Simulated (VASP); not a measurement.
Consider the following.

```
I
1.0
    2.07667     1.19897     3.85094
   -2.07667     1.19897     3.85094
    0.00000    -2.39794     3.85094
I
2
Direct
  0.22754   0.22754   0.22754
  0.77246   0.77246   0.77246
```

These are PBEsol GGA, VASP's PBE PAW potentials (set 64) (plane waves; VASP) values and carry that method's errors. Settings: 400 eV cut-off, 7×7×7 Γ-centred mesh, Gaussian smearing of 0.050 eV, potentials I.

Energy and stress use the plane-wave basis of the starting cell.

Task: The ions, cell shape and volume are relaxed. Give the cell that the relaxation ends in.

Result: 
```
I
1.0
    2.38784     1.37862     3.89657
   -2.38784     1.37862     3.89657
    0.00000    -2.75724     3.89657
I
2
Direct
  0.24994   0.24994   0.24994
  0.75006   0.75006   0.75006
```
Space group Pm-3m (221), at a tolerance of 0.03 Å.

Task: How do energy and volume change from the first to the last step?

Result: The energy (σ→0) changes by -953.9 meV/atom and the volume by +33.8 %, in 11 ionic steps.

```
step  E(σ→0) (eV)  max force (eV/Å)  pressure (GPa)  volume (Å³)
----  -----------  ----------------  --------------  -----------
1         -1.0241             3.774           22.91        57.53
2         -2.5725             0.204           -3.54        98.85
3         -2.7716             0.765           -1.06        82.75
4         -2.8462             0.634           -0.73        80.33
5         -2.9176             0.011            1.47        73.60
6         -2.9233             0.180            0.78        75.10
7         -2.9234             0.155            0.88        74.88
8         -2.9316             0.005           -0.14        77.26
9         -2.9317             0.018           -0.05        77.02
10        -2.9317             0.016           -0.06        77.06
11        -2.9318             0.004           -0.02        76.96
```

The structure was generated: I was put into the A7 type (R-3m), which need not be its known phase. This run relaxes it. It ends in space group Pm-3m. Symmetry was kept, so distortions that lower it aren't found.
